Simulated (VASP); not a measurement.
# HRh12O in VASP: further runs

The runs below take HRh12O through single point, with PBEsol.

All numbers are computed with VASP 6.6.1; they aren't measurements. Logs are shortened: lines on timing, memory, paths and dates and some standing lists are left out, and cuts for length are marked.

## (1) The structure

The cell holds a slab with vacuum, 14 atoms: a = 5.374 Å, b = 5.374 Å, c = 17.388 Å, α = 90.00°, β = 90.00°, γ = 60.00°.

The cell was built by a generator and needn't be a form met in nature.

## (2) Single point, PBEsol

File INCAR:

```
SYSTEM = HRh12O
ALGO     = Fast           ! electronic algorithm
EDIFF    = 1E-6           ! SCF threshold, eV
ENCUT    = 520            ! plane-wave cutoff, eV
GGA      = PS             ! functional
ISIF     = 2              ! what is computed and relaxed
ISMEAR   = -1             ! smearing method
LASPH    = .TRUE.         ! aspherical terms in the spheres
LCHARG   = .TRUE.         ! write CHGCAR
LELF     = .TRUE.         ! ELF
LREAL    = .FALSE.        ! projectors in reciprocal space
LVHAR    = .TRUE.       
LWAVE    = .FALSE.        ! write WAVECAR
NBANDS   = 106            ! bands
NELM     = 100            ! most SCF steps
PREC     = Accurate       ! precision mode
SIGMA    = 0.05           ! smearing width, eV
```

File KPOINTS:

```
k-points
0
G
  2 2 1
  0 0 0
```

File POSCAR:

```
HRh12O
1.0
    5.3740120000      0.0000000000      0.0000000000
    2.6870060000      4.6540310000      0.0000000000
    0.0000000000      0.0000000000     17.3878620000
Rh O H
12 1 1
Direct
    0.1666630824      0.1666727188      0.0575113835
    0.6666619659      0.1666727188      0.0575113835
    0.1666641894      0.6666693883      0.0575113835
    0.6666630729      0.6666693883      0.0575113835
   -0.1663341235      0.3331520568      0.1833980509
    0.3332202737      0.3332594905      0.1834843180
   -0.1666157876      0.8333421071      0.1834038020
    0.3331425270      0.8335999481      0.1835015714
   -0.0000107434      0.0000214867      0.3063861445
    0.4999509240      0.0000214867      0.3064551582
   -0.0000067577      0.4999751828      0.3064091491
    0.5001682345      0.4998462623      0.3071567971
    0.4930555704      0.5058840390      0.4963807511
    0.6902334102      0.3542520452      0.4842343469
```

Potentials or basis: VASP PAW PBE potentials, release 64 (Rh_pv, O, H).

Command:

```bash
cat potpaw_PBE.64/Rh_pv/POTCAR potpaw_PBE.64/O/POTCAR potpaw_PBE.64/H/POTCAR > POTCAR
mpirun -np 1 vasp_std > vasp.out
```

OUTCAR:

```text
SYSTEM = HRh12O
   EDIFF = 1E-6
   ENCUT = 520
   GGA = PS
   ISIF = 2
   ISMEAR = -1
   LASPH = .TRUE.
   LREAL = .FALSE.
   NELM = 100
   PREC = Accurate

 ion  position               nearest neighbor table
   1  0.167  0.167  0.058-   5 2.68   6 2.68   8 2.68   3 2.69   4 2.69   2 2.69   2 2.69   4 2.69
                             3 2.69
   2  0.667  0.167  0.058-   7 2.68   5 2.68   6 2.68   3 2.69   4 2.69   1 2.69   1 2.69   4 2.69
                             3 2.69
   3  0.167  0.667  0.058-   7 2.68   6 2.68   8 2.68   2 2.69   1 2.69   4 2.69   4 2.69   1 2.69
                             2 2.69
   4  0.667  0.667  0.058-   7 2.68   5 2.68   8 2.68   2 2.69   1 2.69   3 2.69   3 2.69   1 2.69
                             2 2.69
   5  0.834  0.333  0.183-   9 2.64  11 2.64  12 2.65   1 2.68   2 2.68   4 2.68   8 2.68   6 2.68
                             7 2.69   7 2.69   6 2.69   8 2.69
   6  0.333  0.333  0.183-  11 2.64  10 2.64  12 2.65   1 2.68   3 2.68   2 2.68   5 2.68   8 2.69
                             7 2.69   7 2.69   8 2.69   5 2.69
   7  0.833  0.833  0.183-   9 2.64  11 2.64  10 2.64   3 2.68   2 2.68   4 2.68   8 2.69   5 2.69
                             6 2.69   6 2.69   5 2.69   8 2.69
   8  0.333  0.834  0.184-   9 2.64  10 2.64  12 2.65   1 2.68   5 2.68   3 2.68   4 2.68   6 2.69
                             7 2.69   7 2.69   6 2.69   5 2.69
   9  1.000  0.000  0.306-   8 2.64   5 2.64   7 2.64  12 2.69  11 2.69  10 2.69  10 2.69  11 2.69
                            12 2.69
  10  0.500  0.000  0.306-   8 2.64   6 2.64   7 2.64  12 2.69  11 2.69   9 2.69   9 2.69  11 2.69
                            12 2.69
  11  1.000  0.500  0.306-   6 2.64   5 2.64   7 2.64  12 2.69   9 2.69  10 2.69   9 2.69  10 2.69
                            12 2.69
  12  0.500  0.500  0.307-   6 2.65   8 2.65   5 2.65   9 2.69  11 2.69  10 2.69  10 2.69  11 2.69
                             9 2.69
  13  0.493  0.506  0.496-  14 0.98
  14  0.690  0.354  0.484-  13 0.98

  LATTYP: Found a hexagonal cell.
 ALAT       =     5.3740120760
 C/A-ratio  =     3.2355457625

  Lattice vectors:

 A1 = (  -2.6870060000,  -4.6540310000,   0.0000000000)
 A2 = (   5.3740120000,   0.0000000000,   0.0000000000)
 A3 = (   0.0000000000,   0.0000000000,  17.3878620000)

Analysis of symmetry for initial positions (statically):
=====================================================================
 Subroutine PRICEL returns:
 Original cell was already a primitive cell.

 Routine SETGRP: Setting up the symmetry group for a
 hexagonal supercell.

 Subroutine GETGRP returns: Found  1 space group operations
 (whereof  1 operations were pure point group operations)
 out of a pool of 24 trial point group operations.

The static configuration has the point symmetry C_1 .

Analysis of symmetry for dynamics (positions and initial velocities):
=====================================================================
 Subroutine PRICEL returns:
 Original cell was already a primitive cell.

 Routine SETGRP: Setting up the symmetry group for a
 hexagonal supercell.

 Subroutine GETGRP returns: Found  1 space group operations
 (whereof  1 operations were pure point group operations)
 out of a pool of 24 trial point group operations.

The dynamic configuration has the point symmetry C_1 .

 Subroutine INISYM returns: Found  1 space group operations
 (whereof  1 operations are pure point group operations),
 and found     1 'primitive' translations

----------------------------------------------------------------------------------------

                                     Primitive cell

  volume of cell :     434.8847

  direct lattice vectors                    reciprocal lattice vectors
     5.374012000  0.000000000  0.000000000     0.186080716 -0.107433749  0.000000000
     2.687006000  4.654031000  0.000000000     0.000000000  0.214867499  0.000000000
     0.000000000  0.000000000 17.387862000     0.000000000  0.000000000  0.057511384

  length of vectors
     5.374012000  5.374012076 17.387862000     0.214867502  0.214867499  0.057511384

  position of ions in fractional coordinates (direct lattice)
     0.166663082  0.166672719  0.057511383
     0.666661966  0.166672719  0.057511383
     0.166664189  0.666669388  0.057511383
     0.666663073  0.666669388  0.057511383
     0.833665876  0.333152057  0.183398051
     0.333220274  0.333259490  0.183484318
     0.833384212  0.833342107  0.183403802
     0.333142527  0.833599948  0.183501571
     0.999989257  0.000021487  0.306386145
     0.499950924  0.000021487  0.306455158
     0.999993242  0.499975183  0.306409149
     0.500168235  0.499846262  0.307156797
     0.493055570  0.505884039  0.496380751
     0.690233410  0.354252045  0.484234347

  ion indices of the primitive-cell ions
   primitive index   ion index
                 1           1
                 2           2
                 3           3
                 4           4
                 5           5
                 6           6
                 7           7
                 8           8
                 9           9
                10          10
                11          11
                12          12
                13          13
                14          14

----------------------------------------------------------------------------------------

 KPOINTS: k-points

Automatic generation of k-mesh.
 Grid dimensions read from file:
 generate k-points for:    2    2    1

 Generating k-lattice:

  Cartesian coordinates                     Fractional coordinates (reciprocal lattice)
     0.093040358 -0.053716875  0.000000000     0.500000000  0.000000000  0.000000000
     0.000000000  0.107433749  0.000000000     0.000000000  0.500000000  0.000000000
     0.000000000  0.000000000  0.057511384     0.000000000  0.000000000  1.000000000

  Length of vectors
     0.107433751  0.107433749  0.057511384

  Shift w.r.t. Gamma in fractional coordinates (k-lattice)
     0.000000000  0.000000000  0.000000000

 Subroutine IBZKPT returns following result:
 ===========================================

 Found      4 irreducible k-points:

 Following reciprocal coordinates:
            Coordinates               Weight
  0.000000  0.000000  0.000000      1.000000
  0.500000  0.000000  0.000000      1.000000
  0.500000  0.500000  0.000000      1.000000
  0.000000  0.500000  0.000000      1.000000
   k-points           NKPTS =      4   k-points in BZ     NKDIM =      4   number of bands    NBANDS=    106
   number of dos      NEDOS =    301   number of ions     NIONS =     14
   total plane-waves  NPLWV = 224000
   dimension x,y,z NGX =    40 NGY =   40 NGZ =  140
   dimension x,y,z NGXF=    80 NGYF=   80 NGZF=  280
   ions per type =              12   1   1
   NGX,Y,Z   is equivalent  to a cutoff of  12.37, 12.37, 13.39 a.u.
   NGXF,Y,Z  is equivalent  to a cutoff of  24.75, 24.75, 26.77 a.u.
 SYSTEM =  HRh12O
   PREC   = accura    normal or accurate (medium, high low for compatibility)
   ISTART =      0    job   : 0-new  1-cont  2-samecut
   ICHARG =      2    charge: 1-file 2-atom 10-const
   ISPIN  =      1    spin polarized calculation?
   LNONCOLLINEAR =      F non collinear calculations
   LSORBIT =      F    spin-orbit coupling
   LASPH  =      T    aspherical Exc in radial PAW
   ENCUT  =  520.0 eV  38.22 Ry    6.18 a.u.   9.99  9.99 32.33*2*pi/ulx,y,z
   NELM   =    100;   NELMIN=  2; NELMDL= -5     # of ELM steps
   EDIFF  = 0.1E-05   stopping-criterion for ELM
   LREAL  =      F    real-space projection
   EDIFFG = 0.1E-04   stopping-criterion for IOM
   NSW    =      0    number of steps for IOM
   IBRION =     -1    ionic relax: 0-MD 1-quasi-New 2-CG
   NFREE  =      0    steps in history (QN), initial steepest desc. (CG)
   ISIF   =      2    stress and relaxation
   ISYM   =      2    0-nonsym 1-usesym 2-fastsym
   POTIM  = 0.5000    time-step for ionic-motion
   TEBEG  =    0.0;   TEEND  =   0.0 temperature during run
   PSTRESS=    0.0 pullay stress
   NELECT =     187.0000    total number of electrons
   NUPDOWN=      -1.0000    fix difference up-down
   EMIN   =  10.00;   EMAX   =-10.00  energy-range for DOS
   EFERMI =   0.00;   METHOD = LEGACY
   ISMEAR =    -1;   SIGMA  =   0.05  broadening in eV -4-tet -1-fermi 0-gaus
   EFERMI_NEDOS =   21; number of points for ismear=-14 and -15
   IALGO  =     68    algorithm
   IMIX   =      4    mixing-type and parameters
     AMIX     =   0.40;   BMIX     =  1.00
     AMIX_MAG =   1.60;   BMIX_MAG =  1.00
  volume/ion in A,a.u.               =      31.06       209.62
  Fermi-wavevector in a.u.,A,eV,Ry     =   1.235655  2.335050 20.773974  1.526844
  Thomas-Fermi vector in A             =   2.370296
   LORBIT       =      0    0 simple, 1 ext, 2 COOP (PROOUT), +10 PAW based schemes
   GGA     = PS    functional components
   LHFCALC =     F    Hartree Fock is set to
   AEXX    =    0.0000 exact exchange contribution
   IVDW    =     0    specifies the selected vdW correction
   LEPSILON=     F    determine dielectric tensor
   LRPA    =     F    only Hartree local field effects (RPA)
 non-spin polarized calculation
 RMM-DIIS sequential band-by-band and
  energy-cutoff  :      520.00
  volume of cell :      434.88
 maximum number of plane-waves:     11676
 NGX is ok and might be reduce to    40
   NGX = 19   NGY = 19   NGZ = 65

 number of electron     186.9999998 magnetization

 Free energy of the ion-electron system (eV)
  ---------------------------------------------------
  ext. energy  EPLUGINS =         0.00000000
  ---------------------------------------------------
  free energy    TOTEN  =      -100.77984426 eV

  energy without entropy =     -100.68997899  energy(sigma->0) =     -100.73491163

 E-fermi :   0.7509     XC(G=0):  -6.9123

 val. band max:        0.6134530807   @ k =   0.0000   0.0000   0.0000
 cond. band min:       0.7740551863   @ k =   0.5000   0.0000   0.0000
 fundamental gap:      0.1606021056
 Fermi energy:         0.7508913466

 k-point     1 :       0.0000    0.0000    0.0000
  band No.  band energies     occupation
      1     -46.4172      2.00000
      2     -46.4129      2.00000
      3     -46.4090      2.00000
      4     -46.2641      2.00000
      5     -46.1622      2.00000
      6     -46.1535      2.00000
[... 97 lines left out ...]
    104       2.1326      0.00000
    105       2.8228      0.00000

 k-point     2 :       0.5000    0.0000    0.0000
  band No.  band energies     occupation
      1     -46.3114      2.00000
      2     -46.3009      2.00000
      3     -46.2067      2.00000
      4     -46.1949      2.00000
      5     -46.1451      2.00000
      6     -46.1376      2.00000
[... 97 lines left out ...]
    104       1.5303      0.00000
    105       3.5468      0.00000

 k-point     3 :       0.5000    0.5000    0.0000
  band No.  band energies     occupation
      1     -46.3066      2.00000
      2     -46.3022      2.00000
      3     -46.2026      2.00000
      4     -46.1999      2.00000
      5     -46.1425      2.00000
      6     -46.1365      2.00000
[... 97 lines left out ...]
    104       1.5279      0.00000
    105       3.4937      0.00000

 k-point     4 :       0.0000    0.5000    0.0000
  band No.  band energies     occupation
      1     -46.3136      2.00000
      2     -46.2959      2.00000
      3     -46.2103      2.00000
      4     -46.1885      2.00000
      5     -46.1505      2.00000
      6     -46.1415      2.00000
[... 97 lines left out ...]
    104       1.5308      0.00000
    105       3.4704      0.00000
 [bands above 105 left out]

------------------------ aborting loop because EDIFF is reached ----------------------------------------

  FORCE on cell =-STRESS in cart. coord.  units (eV):
  Direction    XX          YY          ZZ          XY          YZ          ZX
  --------------------------------------------------------------------------------------
  -------------------------------------------------------------------------------------
  Total      -18.9951441    -18.9899994    -12.3441148     -0.1052200     -0.0264429     -0.0073975
  in kB      -69.9808298    -69.9618757    -45.4774859     -0.3876454     -0.0974194     -0.0272536
  external PRESSURE =     -61.8067304 kB  Pullay stress =       0.0000000 kB

 VOLUME and BASIS-vectors are now :
 -----------------------------------------------------------------------------
  energy-cutoff  :      520.00
  volume of cell :      434.88
      direct lattice vectors                 reciprocal lattice vectors
     5.374012000  0.000000000  0.000000000     0.186080716 -0.107433749  0.000000000
     2.687006000  4.654031000  0.000000000     0.000000000  0.214867499  0.000000000
     0.000000000  0.000000000 17.387862000     0.000000000  0.000000000  0.057511384

 POSITION                                       TOTAL-FORCE (eV/Angst)
 -----------------------------------------------------------------------------------
      1.34350      0.77570      1.00000         0.011985      0.007517      0.572520
      4.03050      0.77570      1.00000        -0.020288      0.079533      0.663068
      2.68700      3.10270      1.00000         0.059614     -0.054550      0.660006
      5.37400      3.10270      1.00000        -0.059719     -0.031783      0.671832
      5.37531      1.55050      3.18890         0.014029     -0.017179     -0.290364
      2.68620      1.55100      3.19040         0.012726      0.015020     -0.312816
      6.71781      3.87840      3.18900         0.017915     -0.001521     -0.417219
      4.03020      3.87960      3.19070        -0.011843      0.001890     -0.360262
      5.37401      0.00010      5.32740         0.014815      0.003708     -0.149981
      2.68680      0.00010      5.32860        -0.011969      0.006874     -0.087702
      6.71741      2.32690      5.32780        -0.000006     -0.021589     -0.105870
      4.03100      2.32630      5.34080        -0.039024      0.024132      0.335762
      4.00900      2.35440      8.63100        -0.065263      0.069463     -1.394885
      4.66120      1.64870      8.41980         0.077027     -0.081514      0.215913
 -----------------------------------------------------------------------------------
    total drift:                               -0.000985      0.001184      0.002585

  FREE ENERGIE OF THE ION-ELECTRON SYSTEM (eV)
  ---------------------------------------------------
  free  energy   TOTEN  =      -100.7798442563 eV

  energy  without entropy=     -100.6899789940  energy(sigma->0) =     -100.73491163
```

Run time: 6.3 min. Hardware: 1 thread of Intel Xeon 6975P-C (Granite Rapids), shared host; peak memory 0.58 GiB.

Results:

```
Free energy            : -100.7798 eV
Largest force          : 1.398 eV/Å
Band gap on the k mesh : none (metal or under the smearing width)
```

Forces in eV/Å, atoms in the order of the input:
```
Rh   0.012  0.008  0.573
Rh  -0.020  0.080  0.663
Rh   0.060 -0.055  0.660
Rh  -0.060 -0.032  0.672
Rh   0.014 -0.017 -0.290
Rh   0.013  0.015 -0.313
Rh   0.018 -0.002 -0.417
Rh  -0.012  0.002 -0.360
Rh   0.015  0.004 -0.150
Rh  -0.012  0.007 -0.088
Rh   0.000 -0.022 -0.106
Rh  -0.039  0.024  0.336
O   -0.065  0.069 -1.395
H    0.077 -0.082  0.216
```

Levels at points of the mesh, in eV from the Fermi level:
```csv
k point,band 92,band 93,band 94,band 95,band 96,band 97,band 98,band 99,band 100,band 101
"(0.00, 0.00, 0.00)",0.38,0.47,0.47,0.57,0.58,0.58,1.17,1.18,1.18,1.28
"(0.50, 0.00, 0.00)",-0.42,-0.34,-0.26,-0.25,-0.15,0.02,0.18,0.36,0.40,0.52
"(0.50, 0.50, 0.00)",-0.39,-0.35,-0.28,-0.25,-0.25,0.10,0.17,0.36,0.40,0.52
"(0.00, 0.50, 0.00)",-0.41,-0.34,-0.26,-0.25,-0.21,0.06,0.17,0.36,0.40,0.52
```

Caveat: the k mesh is coarse (spacing up to 0.68 Å⁻¹), so the values aren't converged; the PAW data sets were made with another functional, which shifts forces and pressure a little; an odd number of electrons without spin polarisation forces a metal; a magnetic or distorted state may lie lower.

## (3) Single point, PBEsol

File INCAR:

```
SYSTEM = HRh12O
PREC = Accurate ; ENCUT = 520
EDIFF = 1E-6 ; ISMEAR = -1
SIGMA = 0.05 ; LREAL = .FALSE.
LASPH = .TRUE. ; NELM = 100
ALGO = Fast ; ISIF = 2
LWAVE = .FALSE. ; LCHARG = .FALSE.
GGA = PS ; NBANDS = 106
```

File KPOINTS:

```
regular mesh
0
G
  2 2 1
  0 0 0
```

File POSCAR:

```
HRh12O
1.0
    5.3740120000      0.0000000000      0.0000000000
    2.6870060000      4.6540310000      0.0000000000
    0.0000000000      0.0000000000     17.3878620000
Rh O H
12 1 1
Direct
    0.1666630824      0.1666727188      0.0575113835
    0.6666619659      0.1666727188      0.0575113835
    0.1666641894      0.6666693883      0.0575113835
    0.6666630729      0.6666693883      0.0575113835
   -0.1666541107      0.3333454375      0.1800911463
    0.3342655624      0.3341834208      0.1805052283
   -0.1663445312      0.8333206203      0.1789639232
    0.3339087500      0.8324396636      0.1800451372
    0.0005166046      0.0003437880      0.3009800745
    0.4989702469      0.0004941952      0.3016126997
    0.0005332897      0.4988578718      0.3013884053
    0.4994291043      0.4993520671      0.2998125934
    0.4901186764      0.5088921840      0.4063466802
    0.6794305204      0.3702381871      0.4302484112
```

Potentials or basis: VASP PAW PBE potentials, release 64 (Rh_pv, O, H).

Command:

```bash
cat potpaw_PBE.64/Rh_pv/POTCAR potpaw_PBE.64/O/POTCAR potpaw_PBE.64/H/POTCAR > POTCAR
mpirun -np 1 vasp_std > vasp.out
```

Wall time 4.7 min (1 thread of Intel Xeon 6975P-C (Granite Rapids), shared host); peak memory 0.57 GiB.

The run converged. Its results:

```
Free energy            : -103.2842 eV
Largest force          : 2.501 eV/Å
Band gap on the k mesh : none (metal or under the smearing width)
```

Forces on the atoms (eV/Å):
```
Rh  -0.009  0.027 -0.094
Rh  -0.043  0.230  0.060
Rh   0.188 -0.161  0.044
Rh  -0.160 -0.086  0.050
Rh   0.156 -0.057 -0.419
Rh  -0.111 -0.119 -0.313
Rh  -0.011  0.002  0.010
Rh   0.085  0.147 -0.326
Rh  -0.012 -0.021  0.067
Rh   0.001 -0.025  0.038
Rh   0.009 -0.001  0.049
Rh  -0.047 -0.045 -1.209
O    0.459 -0.395  2.427
H   -0.505  0.506 -0.383
```

Levels at points of the mesh, in eV from the Fermi level:
| k point | band 94 | band 95 | band 96 | band 97 | band 98 | band 99 |
| --- | --- | --- | --- | --- | --- | --- |
| (0.00, 0.00, 0.00) | 0.54 | 0.55 | 0.56 | 0.93 | 1.01 | 1.02 |
| (0.50, 0.00, 0.00) | -0.28 | -0.25 | -0.10 | 0.10 | 0.24 | 0.40 |
| (0.50, 0.50, 0.00) | -0.27 | -0.26 | -0.24 | 0.14 | 0.34 | 0.38 |
| (0.00, 0.50, 0.00) | -0.27 | -0.25 | -0.17 | 0.15 | 0.28 | 0.39 |

Caveat: the k mesh is coarse (spacing up to 0.68 Å⁻¹), so the values aren't converged; the PAW data sets were made with another functional, which shifts forces and pressure a little; an odd number of electrons without spin polarisation forces a metal; a magnetic or distorted state may lie lower.

(Continued in part 2 of 2.)
